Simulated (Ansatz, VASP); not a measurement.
# BiN: VASP beside Ansatz

File INCAR:

```
SYSTEM = BiN
PREC     = Accurate       ! precision mode
ENCUT    = 520            ! plane-wave cutoff, eV
EDIFF    = 1E-6           ! SCF threshold, eV
ISMEAR   = -4             ! smearing method
SIGMA    = 0.1            ! smearing width, eV
LREAL    = .False.        ! projectors in reciprocal space
LASPH    = .True.         ! aspherical terms in the spheres
NELM     = 100            ! most SCF steps
ALGO     = Normal         ! electronic algorithm
ISIF     = 2              ! what is computed and relaxed
LWAVE    = .False.        ! write WAVECAR
LCHARG   = .False.        ! write CHGCAR
GGA      = PE             ! functional
NBANDS   = 17             ! bands
```

Contents of KPOINTS:

```
Automatic mesh
0
Gamma
  12 12 10
  0 0 0
```

File POSCAR:

```
BiN
1.0
    3.4893699739      0.0000000000      0.0000000000
   -1.7446849870      3.0218830406      0.0000000000
    0.0000000000      0.0000000000      3.2651770091
Bi N
1 1
Direct
    0.0000000000      0.0000000000      0.0000000000
    0.6666666667      0.3333333333      0.5000000000
```

Input for Ansatz:

```yaml
crystal:
  lattice:
    - [3.4893699739, 2.886765065519e-11, 0.0]
    - [-1.744684986975, 3.021883040586, 0.0]
    - [0.0, 0.0, 3.2651770091]
  atoms:
    - { symbol: Bi, position: [-3.700743415525e-17, 0.0, 0.0] }
    - { symbol: "N", position: [0.6666666666667, 0.3333333333333, 0.5] }
basis:
  ecutwfc: "800 eV"
  ecutrho_ratio: 4
kpoints:
  mp_grid: { grid: [12, 12, 10] }
hamiltonian:
  xc: pbe
scf:
  occupations: { method: tetrahedron_uncorrected }
  mixing: { preconditioner: resta }
output:
  forces: true
  stress: true
```

The cell comes from a database or a generator and needn't be the stable form of this composition.

Alike in both runs: task single point; functional PBE; k mesh 12 × 12 × 10; no spin polarisation.

|  | VASP | Ansatz |
| --- | --- | --- |
| version | VASP 6.6.1 | Ansatz 0.2.0 |
| potentials or method | VASP PAW PBE potentials, release 64 (Bi_d, N) | scalar-relativistic, plane waves, PAW |
| plane-wave cutoff (eV) | 520 | 800 |
| occupations | tetrahedron | tetrahedron-uncorrected |
| valence electrons in the cell | 20 | 20 |

```tsv
	VASP	Ansatz	Ansatz less VASP
gap on the k mesh at the Fermi level (eV)	none	none	-
pressure (GPa)	0.3	0.3	+0.03
```

A gap of «none» marks a metal or a gap that the smearing closes. Ansatz warned: «band_table_not_solved_further».

Caveats: spin-orbit coupling is left out, which moves the levels of the heavy elements.
